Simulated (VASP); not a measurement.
An input for Quantum ESPRESSO's pw.x (written as the equivalent of a VASP run, and not itself run):

```
&CONTROL
  calculation = 'scf'
  pseudo_dir = './pseudo'
  outdir = './out'
  tprnfor = .true.
  tstress = .true.
/
&SYSTEM
  ibrav = 0
  nat = 2
  ntyp = 1
  ecutwfc = 60.3
  occupations = 'smearing'
  smearing = 'methfessel-paxton'
  degauss = 0.00735
  input_dft = 'pbe'
/
&ELECTRONS
  conv_thr = 7.3e-08
  electron_maxstep = 100
/
ATOMIC_SPECIES
  Tl 204.380 Tl.upf
CELL_PARAMETERS angstrom
     1.7646000   -3.0563770    0.0000000
     1.7646000    3.0563770    0.0000000
     0.0000000    0.0000000    5.6304000
ATOMIC_POSITIONS crystal
  Tl   0.3333330  0.6666670  0.2500000
  Tl   0.6666670  0.3333330  0.7500000
K_POINTS automatic
  11 11 6 0 0 0
```

Problem. Write the VASP files for the same calculation (PBE).

Solution. This is not unique; one that fits is 
**POSCAR**
```
Tl
1.0
  1.7646000000  -3.0563770000   0.0000000000
  1.7646000000   3.0563770000   0.0000000000
  0.0000000000   0.0000000000   5.6304000000
Tl
2
Direct
  0.3333330000   0.6666670000   0.2500000000
  0.6666670000   0.3333330000   0.7500000000
```

### INCAR
```
ALGO = Normal
EDIFF = 1E-6
ENCUT = 400
GGA = PE
ISIF = 2
ISMEAR = 1
LASPH = .TRUE.
LCHARG = .FALSE.
LMAXMIX = 4
LREAL = .FALSE.
LWAVE = .FALSE.
NELM = 100
PREC = Accurate
SIGMA = 0.1
SYSTEM = Tl
```

### KPOINTS
```
K-points
0
G
11 11 6
0 0 0
```

POTCAR, in this order: Tl_d (PBE.64 set). Program: vasp_std.

Limits of the translation: the potentials are each code's own (VASP's PAW set, PseudoDojo norm-conserving files in pw.x), so ENCUT and ecutwfc are chosen apart and not converted; conv_thr bounds pw.x's estimated SCF error, while EDIFF bounds the energy change between steps.

The compound is Tl in the hcp structure. The cell was not relaxed at this level.
